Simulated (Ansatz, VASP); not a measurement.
# Ta2Hg: VASP beside Ansatz

```
Ta Hg
1.0
     0.00000    3.20162    3.20162
     3.20162    0.00000    3.20162
     3.20162    3.20162    0.00000
Ta Hg
2 1
Direct
  0.25000 0.25000 0.25000
  0.75000 0.75000 0.75000
  0.00000 0.00000 0.00000
```

Alike in both runs: functional PBE; k mesh 12 × 12 × 12; occupations gaussian, width 0.1 eV; no spin polarisation.

Ansatz relaxed the structure, and its values are those at the end. VASP's run is a single point on that final structure, the one shown.

|  | VASP | Ansatz |
| --- | --- | --- |
| version | VASP 6.6.1 | Ansatz 0.2.0 |
| potentials or method | VASP PAW PBE potentials, release 64 (Ta_pv, Hg) | scalar-relativistic, plane waves, PAW |
| plane-wave cutoff (eV) | 520 | 420 |
| valence electrons in the cell | 34 | 46 |

VASP gave:

```
gap on the k mesh at the Fermi level (eV) : none
pressure (GPa)                            : 0.4
```

Problem. Which values does Ansatz return?

Solution. gap on the k mesh at the Fermi level (eV): none; pressure (GPa): 0.0.

A gap of «none» marks a metal or a gap that the smearing closes. The two sets of potentials don't hold the same shells in valence.

The runs have no spin-orbit coupling, so splittings on Hg, Ta are missing.
